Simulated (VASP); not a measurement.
Consider the following.

```
CELL_PARAMETERS angstrom
     -2.11200     2.11200     6.76950
      2.11200    -2.11200     6.76950
      2.11200     2.11200    -6.76950
ATOMIC_POSITIONS crystal
  Ca 0.25000 0.75000 0.50000
  Eu 0.00000 0.00000 0.00000
  Si 0.66566 0.16566 0.50000
  Si 0.83434 0.33434 0.50000
  Si 0.58467 0.58467 0.00000
  Si 0.41533 0.41533 0.00000
```

Computed with PBEsol GGA, VASP's PBE PAW potentials (set 64) (plane waves; VASP 6.6.1). Numerical set-up: 400 eV cut-off, Gaussian smearing of 0.050 eV, potentials Ca_sv Eu_2 Si.

The 4f electrons are frozen in the core of the lanthanide potential, so 4f levels, which can set the real gap, and their magnetism are missing.

Problem. Give the energies of bands 10 to 20 at the high-symmetry points, in eV from the Fermi level.

Solution. 
| band | Γ | X | P | N | M | S | R |
|---|---|---|---|---|---|---|---|
| 10 | -8.17 | -7.34 | -7.34 | -8.14 | -5.44 | -7.92 | -7.29 |
| 11 | -3.45 | -7.19 | -7.19 | -5.75 | -5.28 | -5.45 | -7.17 |
| 12 | -3.45 | -4.23 | -4.19 | -3.70 | -3.45 | -4.54 | -4.22 |
| 13 | -2.26 | -3.87 | -3.87 | -3.67 | -3.45 | -3.67 | -3.88 |
| 14 | -1.99 | -2.60 | -2.82 | -3.61 | -1.86 | -2.71 | -2.62 |
| 15 | -1.98 | -2.54 | -2.65 | -1.33 | -1.86 | -1.64 | -2.59 |
| 16 | -1.98 | -2.11 | -2.03 | -0.72 | -1.76 | -1.15 | -2.06 |
| 17 | -0.57 | -2.10 | -1.76 | -0.44 | -1.41 | -0.57 | -1.99 |
| 18 | 0.19 | 1.57 | 1.19 | -0.23 | 1.08 | -0.42 | 1.53 |
| 19 | 1.10 | 1.59 | 1.34 | 0.26 | 1.08 | 1.39 | 1.55 |
| 20 | 1.78 | 3.02 | 3.79 | 1.95 | 1.80 | 2.33 | 3.10 |

It has no gap at this level: it comes out as a metal or semimetal.

The structure comes from a computed database's CaEuSi4 entry (I-4m2); how it stands against other phases isn't given here. It was relaxed first.
